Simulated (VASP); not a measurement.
An input for Quantum ESPRESSO's pw.x (written as the equivalent of a VASP run, and not itself run):

```
&CONTROL
  calculation = 'scf'
  pseudo_dir = './pseudo'
  outdir = './out'
  tprnfor = .true.
  tstress = .true.
/
&SYSTEM
  ibrav = 0
  nat = 7
  ntyp = 4
  ecutwfc = 84
  occupations = 'smearing'
  smearing = 'gaussian'
  degauss = 0.000735
  input_dft = 'pbesol'
/
&ELECTRONS
  conv_thr = 7.3e-08
  electron_maxstep = 100
/
ATOMIC_SPECIES
  Y 88.906 Y.upf
  C 12.011 C.upf
  N 14.007 N.upf
  O 15.999 O.upf
CELL_PARAMETERS angstrom
     3.6693980    0.0000000    0.0000000
    -1.8346990    3.1777920    0.0000000
     0.0000000    0.0000000    8.1035090
ATOMIC_POSITIONS crystal
  Y    0.3363520  0.6659480  0.6840450
  Y    0.6868170  0.3510480  0.3137070
  C    0.0013880  0.0061320 -0.0050260
  N   -0.0411150 -0.0324230  0.1593940
  N   -0.0023530 -0.0141240  0.8415050
  O    0.3397660  0.6782380  0.3982580
  O    0.6791440  0.3451810  0.6081160
K_POINTS automatic
  7 7 3 0 0 0
```

Question: Write the VASP files for the same calculation (PBEsol).

Answer: This is not unique; one that fits is 
**POSCAR**
```
Y2C(NO)2
1
    3.6693980000     0.0000000000     0.0000000000
   -1.8346990000     3.1777920000     0.0000000000
    0.0000000000     0.0000000000     8.1035090000
Y C N O
2 1 2 2
Direct
  0.3363520000   0.6659480000   0.6840450000
  0.6868170000   0.3510480000   0.3137070000
  0.0013880000   0.0061320000  -0.0050260000
 -0.0411150000  -0.0324230000   0.1593940000
 -0.0023530000  -0.0141240000   0.8415050000
  0.3397660000   0.6782380000   0.3982580000
  0.6791440000   0.3451810000   0.6081160000
```

**INCAR**
```
SYSTEM = Y2C(NO)2
PREC = Accurate
ENCUT = 400
EDIFF = 1E-6
NELM = 100
ALGO = Normal
LREAL = .FALSE.
LASPH = .TRUE.
ISMEAR = 0
SIGMA = 0.01
GGA = PS
LMAXMIX = 4
LWAVE = .FALSE.
LCHARG = .FALSE.
ISIF = 2
```

### KPOINTS
```
Automatic
0
G
 7 7 3
0 0 0
```

POTCAR, in this order: Y_sv C N O (PBE.64 set). Program: vasp_std.

What does not carry over: the potentials are each code's own (VASP's PAW set, PseudoDojo norm-conserving files in pw.x), so ENCUT and ecutwfc are chosen apart and not converted; conv_thr bounds pw.x's estimated SCF error, while EDIFF bounds the energy change between steps.

The structure comes from a computed database's Y2CN2O2 entry; how it stands against other phases isn't given here. The cell was not relaxed at this level, atoms are displaced from their ideal sites.
